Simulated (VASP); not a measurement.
Write the native input for VASP 6.6.1 that does the following.

* Task: relaxation of cell and atoms
* Functional: PBE
* Potentials or basis: VASP PAW PBE potentials, release 64 (B, Ru_pv)
* Cutoff: 600 eV
* k mesh: 8 × 8 × 8
* Occupations: gaussian, width 0.1 eV
* Spin: no spin polarisation
* Dipole correction: no
* Further INCAR settings: ALGO = Normal; EDIFF = 1e-07; IBRION = 2; EDIFFG = -0.01; NSW = 100; ISIF = 3

The structure of B12Ru lies in POSCAR:

```
B12Ru
1.0
    4.4897323526      0.0000000000      0.0000000000
    0.0000000000      4.4897323526      0.0000000000
    0.0000000000      0.0000000000      4.4897323526
B Ru
12 1
Direct
    0.5000000000      0.7917173859      0.7917173859
    0.5000000000      0.2082826141      0.7917173859
    0.5000000000      0.7917173859      0.2082826141
    0.5000000000      0.2082826141      0.2082826141
    0.7917173859      0.5000000000      0.7917173859
    0.7917173859      0.5000000000      0.2082826141
    0.2082826141      0.5000000000      0.7917173859
    0.2082826141      0.5000000000      0.2082826141
    0.7917173859      0.7917173859      0.5000000000
    0.2082826141      0.7917173859      0.5000000000
    0.7917173859      0.2082826141      0.5000000000
    0.2082826141      0.2082826141      0.5000000000
    0.0000000000      0.0000000000      0.0000000000
```

The cell was built by a generator and needn't be a form met in nature.

The cell isn't the ideal one: random cell by space group and Wyckoff sites (Pm-3m, No. 221).

The input as run:

INCAR

```
PREC = Accurate ; ENCUT = 600
EDIFF = 1E-7 ; ISMEAR = 0
SIGMA = 0.1 ; LREAL = F
LASPH = T ; NELM = 60
ALGO = Normal ; ISIF = 3
LWAVE = F ; LCHARG = F
GGA = PE ; IBRION = 2
NSW = 100 ; EDIFFG = -0.01
```

KPOINTS

```
Automatic mesh
0
Gamma
  8 8 8
```

Potentials or basis: VASP PAW PBE potentials, release 64 (B, Ru_pv).

Command:

```sh
$ cat potpaw_PBE.64/B/POTCAR potpaw_PBE.64/Ru_pv/POTCAR > POTCAR
$ mpirun -np 1 vasp_std > vasp.out
```

Results of the run:

```json
{"Relaxed volume": "6.95 Å³/atom", "Relaxed cell": "a = 4.486 Å, b = 4.486 Å, c = 4.486 Å, α = 90.00°, β = 90.00°, γ = 90.00°", "Space group after relaxing (to 0.05 Å)": "Pm-3m (No. 221)", "Energy gained by relaxing": "0.6 meV/atom", "Ionic steps": "4", "Pressure after relaxing": "0.0 GPa", "Largest force after relaxing": "0.004 eV/Å", "Band gap on the k mesh": "none (metal or under the smearing width)"}
```

Wall time 3.4 min on 1 thread of Intel(R) Xeon(R) Platinum 8488C (Sapphire Rapids) (shared host), peak memory 0.27 GiB.
